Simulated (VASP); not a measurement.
Zr:

```
CELL_PARAMETERS angstrom
3.23200 0.00000 0.00000
-1.61600 2.79899 0.00000
0.00000 0.00000 5.14700
ATOMIC_POSITIONS crystal
Zr 0.33333 0.66667 0.25000
Zr 0.66667 0.33333 0.75000
```

```yaml
Program: VASP 6.6.1
Task: relaxation of cell and atoms
Functional: LDA
Potentials_or_basis: VASP PAW LDA potentials, release 64 (Zr_sv)
Cutoff: 600 eV
k_mesh: 15 × 15 × 7
Occupations: methfessel-paxton, width 0.1 eV
Spin: no spin polarisation
```

At the start: pressure -6.0 GPa; volume 23.28 Å³/atom.

**Question.** Where does the relaxation end?

**Answer.** Over 6 steps the energy falls by 28.9 meV/atom and the volume is 21.82 Å³/atom (-6.3 %); space group P6_3/mmc (No. 194, to 0.05 Å).

The path:
| step | energy change (eV) | largest force (eV/Å) | pressure (GPa) | volume (Å³) |
| --- | --- | --- | --- | --- |
| 1 | 0.0000 | 0.0000 | -6.03 | 46.56 |
| 2 | 0.0062 | 0.0000 | 7.62 | 40.90 |
| 3 | -0.0568 | 0.0000 | -0.04 | 43.71 |
| 4 | -0.0568 | 0.0000 | 0.08 | 43.66 |
| 5 | -0.0576 | 0.0000 | 0.05 | 43.65 |
| 6 | -0.0578 | 0.0000 | 0.03 | 43.63 |

Final structure:
```
CELL_PARAMETERS angstrom
3.14908 0.00000 0.00000
-1.57454 2.72718 0.00000
0.00000 0.00000 5.08064
ATOMIC_POSITIONS crystal
Zr 0.33333 0.66667 0.25000
Zr 0.66667 0.33333 0.75000
```
